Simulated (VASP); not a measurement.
Level of theory: PBE GGA, VASP's PBE PAW potentials (set 64) (plane waves; VASP).

A VASP calculation is set up with these files.

KPOINTS:
```
Automatic
0
G
 1 1 1
```

INCAR:
```
SYSTEM  =  KMgF3
PREC  =  Accurate; ENCUT  =  400; LREAL  =  .FALSE.
LASPH  =  .TRUE.
EDIFF  =  1E-6; NELM  =  100; ALGO  =  Normal
ISMEAR  =  0; SIGMA  =  0.01
GGA  =  PE
ISIF  =  2
LWAVE  =  .FALSE.; LCHARG  =  .FALSE.
```

POSCAR:
```
KMgF3
1
    3.9653410000     0.0000000000     0.0000000000
    0.0000000000     3.9653410000     0.0000000000
    0.0000000000     0.0000000000     3.9653410000
K Mg F
1 1 3
Direct
  0.5000000000   0.5000000000   0.5000000000
  0.0000000000   0.0000000000   0.0000000000
  0.0000000000   0.5000000000   0.0000000000
  0.5000000000   0.0000000000   0.0000000000
  0.0000000000   0.0000000000   0.5000000000
```

POTCAR, in this order: K_sv Mg F (PBE.64 set). Program: vasp_std.

At this cut-off the stress carries a Pulay error, which pulls relaxed volumes low.

Question: Predict the energy per atom (σ→0), pressure.

Answer: 
The energy per atom (σ→0) comes out as -4241 meV/atom and the pressure comes out as 11.31 GPa.

**OSZICAR**
```
...
DAV:   6    -0.212430524124E+02    0.28845E+01   -0.12610E+01    40   0.260E+01    0.460E+00
DAV:   7    -0.212033566089E+02    0.39696E-01   -0.28774E-01    48   0.429E+00    0.317E+00
DAV:   8    -0.212065877467E+02   -0.32311E-02   -0.74901E-02    44   0.327E+00    0.258E-01
DAV:   9    -0.212066216215E+02   -0.33875E-04   -0.50341E-03    44   0.604E-01    0.120E-01
DAV:  10    -0.212068400210E+02   -0.21840E-03   -0.32133E-04    52   0.141E-01    0.331E-02
DAV:  11    -0.212068496111E+02   -0.95901E-05   -0.42148E-05    48   0.640E-02    0.117E-02
DAV:  12    -0.212068491082E+02    0.50283E-06   -0.20617E-06    24   0.119E-02
   1 F= -.21206849E+02 E0= -.21206849E+02  d E =-.650220E-13
```

The structure comes from a computed database's KMgF3 entry; how it stands against other phases isn't given here. The cell was not relaxed at this level. The k-mesh is coarse (spacing up to 1.58 per Å, 2π included), so the numbers may not be converged in it. The run is one of a series of settings (GGA = PE, KPOINTS 1×1×1 Γ-centred mesh against the base run), some of them coarse on purpose.
